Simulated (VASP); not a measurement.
VASP ran on this input.

### INCAR
```
SYSTEM = W
PREC = Accurate
ENCUT = 520
EDIFF = 1E-7
NELM = 100
ALGO = Normal
LREAL = .FALSE.
LASPH = .TRUE.
ISMEAR = -5
GGA = PE
IVDW = 12
LMAXMIX = 6
LWAVE = .FALSE.
LCHARG = .TRUE.
LORBIT = 11
NEDOS = 601
ISIF = 2
```

File KPOINTS:
```
K-points
0
Gamma
18 18 18
0 0 0
```

POSCAR:
```
W
1
   -1.5809974039     1.5809974039     1.5809974039
    1.5809974039    -1.5809974039     1.5809974039
    1.5809974039     1.5809974039    -1.5809974039
W
1
Direct
  0.0000000000   0.0000000000   0.0000000000
```

POTCAR, in this order: W_sv (PBE.64 set). Program: vasp_std.

Question: Translate this PBE-D3(BJ) calculation to Quantum ESPRESSO's pw.x.

Answer: One equivalent input (not run):
```
&CONTROL
  calculation = 'scf'
  pseudo_dir = './pseudo'
  outdir = './out'
  tprnfor = .true.
  tstress = .true.
/
&SYSTEM
  ibrav = 0
  nat = 1
  ntyp = 1
  ecutwfc = 74
  occupations = 'tetrahedra'
  input_dft = 'pbe'
  vdw_corr = 'grimme-d3'
  dftd3_version = 4
  dftd3_threebody = .false.
/
&ELECTRONS
  conv_thr = 7.3e-09
  electron_maxstep = 100
/
ATOMIC_SPECIES
  W 183.840 W.upf
CELL_PARAMETERS angstrom
    -1.5809974    1.5809974    1.5809974
     1.5809974   -1.5809974    1.5809974
     1.5809974    1.5809974   -1.5809974
ATOMIC_POSITIONS crystal
  W    0.0000000  0.0000000  0.0000000
K_POINTS automatic
  18 18 18 0 0 0
```
What does not carry over: the potentials are each code's own (VASP's PAW set, PseudoDojo norm-conserving files in pw.x), so ENCUT and ecutwfc are chosen apart and not converted; conv_thr bounds pw.x's estimated SCF error, while EDIFF bounds the energy change between steps.

The compound is W in the bcc structure. It was relaxed first.
